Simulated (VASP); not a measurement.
The system is InP.

```
In P
1.0
     0.00000    2.93050    2.93050
     2.93050    0.00000    2.93050
     2.93050    2.93050    0.00000
In P
1 1
Direct
  0.00000 0.00000 0.00000
  0.25000 0.25000 0.25000
```

| Quantity | Value |
| --- | --- |
| Program | VASP 6.6.1 |
| Task | relaxation of cell and atoms |
| Functional | r2SCAN |
| Potentials or basis | VASP PAW PBE potentials, release 64 (In_d, P) |
| Cutoff | 600 eV |
| k mesh | 8 × 8 × 8 |
| Occupations | gaussian, width 0.03 eV |
| Spin | no spin polarisation |

At the start: pressure 1.6 GPa; volume 25.17 Å³/atom.

Question: How do energy, volume and symmetry change on relaxing?

Answer: Over 3 steps the energy falls by 2.8 meV/atom and the volume is 25.73 Å³/atom (+2.2 %); space group F-43m (No. 216, to 0.05 Å).

Step by step:
| step | energy change (eV) | largest force (eV/Å) | pressure (GPa) | volume (Å³) |
| --- | --- | --- | --- | --- |
| 1 | 0.0000 | 0.0000 | 1.62 | 50.33 |
| 2 | -0.0032 | 0.0000 | -0.91 | 52.21 |
| 3 | -0.0055 | 0.0000 | 0.02 | 51.45 |

Final structure:
```
In P
1.0
     0.00000    2.95206    2.95206
     2.95206    0.00000    2.95206
     2.95206    2.95206    0.00000
In P
1 1
Cartesian
  0.0000 0.0000 0.0000
  1.4760 1.4760 1.4760
```

Caveat: the PAW data sets were made with another functional, which shifts forces and pressure a little.
